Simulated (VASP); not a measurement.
An input for Ansatz (written as the equivalent of a VASP run, and not itself run):

Ansatz 0.2 input:
```yaml
crystal:
  lattice:
    - [2.8817047, 0.0000000, 0.0000000]
    - [0.0000000, 2.8817047, 0.0000000]
    - [0.0000000, 0.0000000, 5.7488046]
  atoms:
    - { symbol: Ge, position: [0.0000000, 0.0000000, 0.0000000] }
    - { symbol: Sb, position: [0.0000000, 0.0000000, 0.5000000] }
kpoints:
  mp_grid: { grid: [11, 11, 6] }
hamiltonian:
  xc: lda
  pseudopotentials: { kind: paw }
scf:
  occupations: { method: methfessel_paxton, width: 0.1 }
  max_iter: 100
relax:
  max_steps: 60
  f_tol: 0.01
  cell: {}
output: { forces: true, stress: true, eigenvalues: true }
```

**Question.** Write the VASP files for the same calculation (LDA).

**Answer.** One answer among several that fit: 
KPOINTS:
```
Automatic mesh
0
Gamma
11 11 6
```

### INCAR
```
! general
SYSTEM  = GeSb
PREC    = Accurate
ENCUT   = 400
LREAL   = .FALSE.
LASPH   = .TRUE.

! electronic loop
EDIFF   = 1E-6
NELM    = 100
ALGO    = Normal
LMAXMIX = 4

! smearing
ISMEAR  = 1
SIGMA   = 0.1

! ions
IBRION  = 2
NSW     = 60
ISIF    = 3
EDIFFG  = -0.01

! output
LWAVE   = .FALSE.
LCHARG  = .FALSE.
```

### POSCAR
```
GeSb
1.0
  2.8817046634   0.0000000000   0.0000000000
  0.0000000000   2.8817046634   0.0000000000
  0.0000000000   0.0000000000   5.7488045864
Ge Sb
1 1
Cart
  0.0000000000   0.0000000000   0.0000000000
  0.0000000000   0.0000000000   2.8744022932
```

POTCAR, in this order: Ge_d Sb (LDA.64 set). Program: vasp_std.

The two are equivalent in intent, not identical: each code has its own PAW files, so the cut-off isn't converted (ENCUT is set for VASP's; basis.ecutwfc is left out, and Ansatz then takes the one that its files recommend); Ansatz stops its SCF on the density residual and VASP on the energy change (EDIFF); Ansatz's lda is the Perdew-Wang form, while the LDA potentials of VASP carry Perdew-Zunger's.

The structure comes from a computed database's GeSb entry (P4/mmm); how it stands against other phases isn't given here. It was relaxed first, which changed the volume by -6 %. The start is the result of an earlier pass.
